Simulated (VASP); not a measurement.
Data:

```
CELL_PARAMETERS angstrom
      2.01704    -3.49362     0.00000
      2.01704     3.49362     0.00000
      0.00000     0.00000     5.08365
ATOMIC_POSITIONS crystal
  Se 0.00000 0.24645 0.66667
  Se 0.75355 0.75355 0.00000
  Se 0.24645 0.00000 0.33333
```

Calculation: PBE GGA with D3 dispersion (Becke-Johnson damping), VASP's PBE PAW potentials (set 64) (plane waves; VASP). Numerical set-up: 520 eV cut-off, 6×6×5 Γ-centred mesh, Gaussian smearing of 0.050 eV, potentials Se.

Task: The ions and cell shape at fixed volume are relaxed. Predict the relaxed structure.

Result: 
```
CELL_PARAMETERS angstrom
      2.00787    -3.47773     0.00000
      2.00787     3.47773     0.00000
      0.00000     0.00000     5.13020
ATOMIC_POSITIONS crystal
  Se 0.00000 0.25192 0.66667
  Se 0.74808 0.74808 0.00000
  Se 0.25192 0.00000 0.33333
```
Space group P3_121 (152), at a tolerance of 0.03 Å.

Task: How much energy does the relaxation gain?

Result: The energy (σ→0) changes by -3.4 meV/atom, in 6 ionic steps.

```csv
step,E(σ→0) (eV),max force (eV/Å),pressure (GPa),volume (Å³)
1,-11.4761,0.253,2.08,71.65
2,-11.4841,0.107,1.30,71.65
3,-11.4862,0.017,0.62,71.65
4,-11.4862,0.008,0.67,71.65
5,-11.4862,0.003,0.70,71.65
6,-11.4863,0.001,0.68,71.65
```

The compound is Se in the trig structure. This cell is one point of a volume scan, at 0.97 of the reference volume. Symmetry was kept, so distortions that lower it aren't found.
